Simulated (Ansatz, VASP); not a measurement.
# Cross-check of Ti3Al (Ti3Al (P6_3/mmc)) between VASP and Ansatz, part 2 of 2

Aim: how closely do two programs agree when they are given the same cell, functional and k mesh? The cell is taken from a series of runs on this material, whose earlier steps may have relaxed, scaled, displaced or heated it; both programs get it as it stands.

VASP 6.6.1 and Ansatz 0.2.0.

So far: The structure; VASP: relaxation of cell and atoms, r2SCAN.

### 3. Ansatz: relaxation of cell and atoms, r2SCAN

Level of this step: Ansatz beside VASP: Kohn-Sham DFT, plane waves, r2SCAN (Ansatz).

Ansatz runs on its PAW soft_1 files.

The same cell, functional, mesh and smearing now go to Ansatz.

The input, input.yaml:

```yaml
crystal:
  lattice:
    - [5.7476979, 0.0, 0.0]
    - [-2.873849, 4.9776524, 0.0]
    - [0.0, 0.0, 4.6305473]
  atoms:
    - { symbol: Ti, position: [0.82990316, 0.65980633, 0.25] }
    - { symbol: Ti, position: [0.17009683, 0.82990316, 0.75] }
    - { symbol: Ti, position: [0.65980633, 0.82990316, 0.75] }
    - { symbol: Ti, position: [0.34019367, 0.17009683, 0.25] }
    - { symbol: Ti, position: [0.82990316, 0.17009683, 0.25] }
    - { symbol: Ti, position: [0.17009683, 0.34019367, 0.75] }
    - { symbol: Al, position: [0.33333333, 0.66666667, 0.25] }
    - { symbol: Al, position: [0.66666667, 0.33333333, 0.75] }
basis:
  ecutwfc: 500
  xc_grid: 2
hamiltonian:
  xc: r2scan
  pseudopotentials: { kind: paw, azcp: { folder: soft_1 } }
kpoints:
  mp_grid: { grid: [8, 8, 8] }
scf:
  occupations: { method: fermi_dirac, width: 0.05 }
  max_iter: 150
output:
  forces: true
  stress: true
relax:
  f_tol: 0.01
  max_steps: 60
  cell: {}
checkpoint:
  write: "../r2scan.run"
  compress: false
  write_wavefunctions: false
  write_every: 100000
```

Run with:

```bash
$ ansatz run input.yaml --threads 4 --pin off --max-ram 6594MiB --backend cpu --events-out ev --progress --plain --runs-dir out
```

Numbers of over 12 decimals in the logs are rounded to 6 here.

The program printed:

```text
Engine: ansatz 0.2.0, aarch64-unknown-linux-gnu
Pseudopotentials: kind: paw
Pseudopotential: Ti, paw, valence charge 12, recommended cutoff 500 eV (meta_gga), soft_1/Ti.paw.azcp
Pseudopotential: Al, paw, valence charge 3, recommended cutoff 500 eV (meta_gga), soft_1/Al.paw.azcp
Functional definition: r2SCAN
  parameter k0 = 0.174
  parameter k1 = 0.065
  parameter a1 = 4.9479
  exchange = r2scan_x(k0 = k0, k1 = k1, a1 = a1)
  correlation = r2scan_c
Crystal: 8 atoms, lattice volume = 132.480 Å³
Basis set: ecut = 500 eV, 3389 PW (Γ), exchange–correlation on 90×90×72 points (8 copies of the dense FFT grid, shifted against one another)
Bands: 47, of which v1, the nominal top of the filled ones, is band 39 counted from 1 (38 counted from 0)
Symmetry: 24 space group operations
Space group: P63/mmc (ITA 194), of the structure as read, at distance tolerance 5.1e-5 Å
k-points: 50 of 512
Non-local potential: Ti, projectors of the file, l = 0: 3, l = 1: 2, l = 2: 3, l = 3: 1
Non-local potential: Al, projectors of the file, l = 0: 2, l = 1: 2, l = 2: 1
PAW form: soft (Blöchl's): semilocal exchange-correlation on the pseudo side does not see the compensation charge
PAW frozen core: Ti, regenerated for the run's functional (the file was generated under x = pbe(κ = 0.804, μ = 0.219515), c = pbe(β = 0.066725))
PAW frozen core: Al, regenerated for the run's functional (the file was generated under x = pbe(κ = 0.804, μ = 0.219515), c = pbe(β = 0.066725))
PAW one-centre angular grid: Ti, 590 points (default); XC on 160 Gauss nodes
PAW one-centre angular grid: Al, 302 points (default); XC on 160 Gauss nodes
Initial density: superposition of atomic densities (chi_scale 0.1, normalization cell, long waves kept (reshape's long-wave potential 0.00 eV rms))
Initial wavefunctions: pseudopotential atomic-orbital guess
Functional: x = r2scan, c = r2scan; τ floored in thin density (d = 2e-4 eV/Å³)
SCF iter   1: F=—  HF=-16110.469066 eV  |F-HF|=—  |Δ(HF+E_count)|=         —  Δρ=6.12e-2  dr2=5.06e0  dr2_τ=1.95e-1  ethr=3.10e-3  ⟨swp⟩=7.7  Hψ=8937  notcnv=0
preconditioner: auto → Kerker (q_TF=auto, 2.498 Å⁻¹)  [metal: Δε(μ)=0.032 eV  Ē_g=3.536 eV  σ=0.050 eV  W_gap=0.16  n_scr=26 (ndim 8)  ℏωp=17.7 eV  f_vac=0.000  D(μ)=5.53/eV (n_scr^D=46)]
SCF iter   2: F=—  HF=-16109.645354 eV  |F-HF|=—  |Δ(HF+E_count)|=   8.24e-1  Δρ=2.36e-2  dr2=7.66e-1  dr2_τ=2.01e-2  ethr=3.10e-3  ⟨swp⟩=3.6  Hψ=5184  notcnv=0
SCF iter   3: F=—  HF=-16109.564936 eV  |F-HF|=—  |Δ(HF+E_count)|=   8.04e-2  Δρ=9.65e-3  dr2=1.43e-1  dr2_τ=3.51e-3  ethr=9.82e-4  ⟨swp⟩=2.4  Hψ=3295  notcnv=0
SCF iter   4: F=—  HF=-16109.550719 eV  |F-HF|=—  |Δ(HF+E_count)|=   1.42e-2  Δρ=1.54e-3  dr2=5.29e-3  dr2_τ=1.40e-4  ethr=1.83e-4  ⟨swp⟩=3.0  Hψ=3579  notcnv=0
SCF iter   5: F=—  HF=-16109.549608 eV  |F-HF|=—  |Δ(HF+E_count)|=   1.11e-3  Δρ=2.93e-4  dr2=6.59e-5  dr2_τ=5.13e-6  ethr=6.78e-6  ⟨swp⟩=2.0  Hψ=3175  notcnv=0
SCF iter   6: F=—  HF=-16109.549599 eV  |F-HF|=—  |Δ(HF+E_count)|=   8.95e-6  Δρ=7.27e-5  dr2=4.34e-6  dr2_τ=3.20e-7  ethr=8.45e-8  ⟨swp⟩=2.0  Hψ=3116  notcnv=0
SCF iter   7: F=—  HF=-16109.549600 eV  |F-HF|=—  |Δ(HF+E_count)|=   1.01e-6  Δρ=1.93e-5  dr2=4.48e-7  dr2_τ=2.36e-8  ethr=5.57e-9  ⟨swp⟩=3.0  Hψ=4753  notcnv=0
SCF iter   8: F=-16109.549600 eV  HF=-16109.549600 eV  |F-HF|=3.53e-10  |Δ(HF+E_count)|=   4.04e-8  Δρ=2.73e-6  dr2=8.26e-9  dr2_τ=3.31e-10  ethr=1.28e-10  ⟨swp⟩=4.1  Hψ=7184  notcnv=0
SCF 1 converged in 8 iterations: F = -16109.549600 eV  dr2 = 8.26e-9
  greatest PAW one-centre occupation: 1.000 electrons in one spin orbital (limit 2), on the Ti atom at site 3 (counted from 0), in its partial waves of l = 0
relax step   1: F+E_penalty+E_count = -16109.54959977 eV  Δ(F+E_penalty+E_count) = +0.000e0 eV  max|allowed force component| = 5.962e-3 eV/Å  Δτ_max = 0.0000 Å  P = +0.019 GPa  Ω = 132.480 Å³  (8 SCF iters, dr2 threshold 1.00e-7 eV, accepted)
[...]
relax step   2: F+E_penalty+E_count = -16109.54957910 eV  Δ(F+E_penalty+E_count) = +2.066e-5 eV  max|allowed force component| = 5.019e-3 eV/Å  Δτ_max = 0.0008 Å  P = -0.034 GPa  Ω = 132.535 Å³  energy of the carried Pulay correction = -2.913e-5 eV  (5 SCF iters, dr2 threshold 1.31e-8 eV, accepted)
[...]
relax step   3: F+E_penalty+E_count = -16109.54961064 eV  Δ(F+E_penalty+E_count) = -3.153e-5 eV  max|allowed force component| = 1.725e-4 eV/Å  Δτ_max = 0.0004 Å  P = +0.003 GPa  Ω = 132.496 Å³  energy of the carried Pulay correction = -8.779e-6 eV  (5 SCF iters, dr2 threshold 7.60e-9 eV, accepted)
[...]
relax step   4: F+E_penalty+E_count = -16109.54962002 eV  Δ(F+E_penalty+E_count) = -9.385e-6 eV  max|allowed force component| = 1.720e-4 eV/Å  Δτ_max = 0.0000 Å  P = +0.003 GPa  Ω = 132.496 Å³  stress off target by 4.17e-3 GPa  SCF on the basis re-selected at this cell (its energy is not comparable with the rows above)  (4 SCF iters)
basis re-selected at this cell: Δ(F+E_penalty+E_count) = -9.385e-6 eV, ΔP = +0.000 GPa vs the last step (what re-selecting the basis moved, of the pressure what is left beyond the Pulay correction that the steps carried, after the strain that the cell walked since its last selection, with what the two solves' SCF thresholds leave and, on support functions, any second-order correction that the steps lacked; it is no m [...]
SCF converged after 4 iterations
Free energy (F): -16109.549620 eV
Harris-Foulkes:  -16109.549620 eV  (|F-HF|=1.82e-11)
Internal energy: -16109.510185 eV  (E = F + TS)
E sigma→0 (E₀):  -16109.529903 eV
Entropy (-TS):   -0.039435 eV (-4.929 meV/atom)
Fermi energy:    12.173377 eV
--- Per-component energies (eV) ---
  E_band       = -1050.864822
  E_kinetic    = 1733.585396
  E_local      = -5924.008765  (includes V_loc(G=0)·N_el)
  E_nonlocal   = 379.310158
  E_hartree    = 2403.991198
  E_xc         = -743.404723
  E_vxc        = -1028.200414  (∫ρ·V_xc dr)
  E_paw        = -7254.609379  (= ΣΔE_a)
  E_vpaw       = -1083.959497  (= ΣTr[D̂ρ^β])
  E_aug_tail   = -0.000146  (compensation charges beyond the density's cutoff)
  E_vtau       = 64.426567  (kinetic-family band-sum trace: ∫τ·v_τ [+ j·A + Jᵃ·Aᵃ] dr)
  E_ewald      = -6702.732970
  E_core_change = -1.640954  (= ΣΔE_core)
  E_smearing   = -0.039435  (= −TS)
  E_closure    = -0.000000  (closes the sum)
  Σ components = -16109.549620   (vs F -16109.549620, Δ=0.00e0)
--- Forces (eV/Å), atoms counted from 1 ---
  atom   1  Ti     0.00000000    -0.00017200     0.00000000
  atom   2  Ti     0.00014896    -0.00008600     0.00000000
  atom   3  Ti    -0.00014896    -0.00008600     0.00000000
  atom   4  Ti     0.00014896     0.00008600     0.00000000
  atom   5  Ti    -0.00014896     0.00008600     0.00000000
  atom   6  Ti    -0.00000000     0.00017200     0.00000000
  atom   7  Al    -0.00000000     0.00000000     0.00000000
  atom   8  Al     0.00000000    -0.00000000     0.00000000
  max |Σ_I F_I| component: 3.47e-18 eV/Å
--- Stress (GPa, compression-positive) ---
        0.004169       0.000000       0.000000
        0.000000       0.004169       0.000000
        0.000000       0.000000      -0.000624
  P = ⅓ Tr σ = 0.0026 GPa (0.026 kbar)
--- Relaxed structure (3 steps of the walk, 3 accepted, 1 SCFs on fresh bases) ---
  F+E_penalty+E_count = -16109.54962002 eV   max|allowed force component| = 1.720e-4 eV/Å   (the final SCF, on the basis selected at the relaxed cell)
  cell:  # Å, volume = 132.4960 Å³
    - [5.746967, 2.8863842937110453e-8, 0.0]
    - [-2.873484, 4.977020, 0.0]
    - [0.0, 0.0, 4.632280]
  atoms:
    - { symbol: Ti, position: [0.829858, 0.659716, 0.250000] }
    - { symbol: Ti, position: [0.170142, 0.829858, 0.750000] }
    - { symbol: Ti, position: [0.659716, 0.829858, 0.750000] }
    - { symbol: Ti, position: [0.340284, 0.170142, 0.250000] }
    - { symbol: Ti, position: [0.829858, 0.170142, 0.250000] }
    - { symbol: Ti, position: [0.170142, 0.340284, 0.750000] }
    - { symbol: Al, position: [0.333333, 0.666667, 0.250000] }
    - { symbol: Al, position: [0.666667, 0.333333, 0.750000] }
```

Reading the cycles: dr2 is the Hartree energy of the density residual (eV), the measure of convergence; HF is the Harris–Foulkes estimate of the energy, which meets the free energy F at convergence.

### 4. Side by side

Known differences besides the potentials themselves: VASP keeps PBE cores, Ansatz makes them for the functional; the cutoff is 500 eV in Ansatz and 550 eV in VASP; Ansatz adds a Pulay correction to the stress that steers its cell, VASP none; in our runs with r2SCAN, forces from VASP's data set Ti_sv part from Ansatz's all-electron ones, so neither program is the reference here. Total energies have different zeros and are not compared.

The two programs side by side:

| quantity | Ansatz | VASP | difference |
| --- | --- | --- | --- |
| volume (Å³) | 132.50 | 132.82 | -0.24 % |
| edge a after relaxation, in the typed setting (Å) | 5.747 | 5.752 | -0.09 % |
| edge c after relaxation, in the typed setting (Å) | 4.632 | 4.635 | -0.06 % |

### 5. Results

| Quantity | Value |
| --- | --- |
| difference in volume (relaxation of cell and atoms, r2SCAN) | -0.24 % |

In words: The difference in volume is -0.24 % (relaxation of cell and atoms, r2SCAN), within the 1.2 % picked in this series as the mark of a large difference, as far as the stopping tolerances let one tell. How closely two codes agree says nothing of how well the functional describes the real material.

[Lines on the potential files, build, host, timing and source positions are cut from VASP's logs without a mark.]

[Logs are printed without paths, hosts, clocks, repeated set-up lines and the standing remarks that a program may print on its own settings, such as how far it seeks lower states.]

[Hosts, paths, dates, database ids (printed as entryN), source tags and the programs' standing remarks are cut or masked in the printed files.]
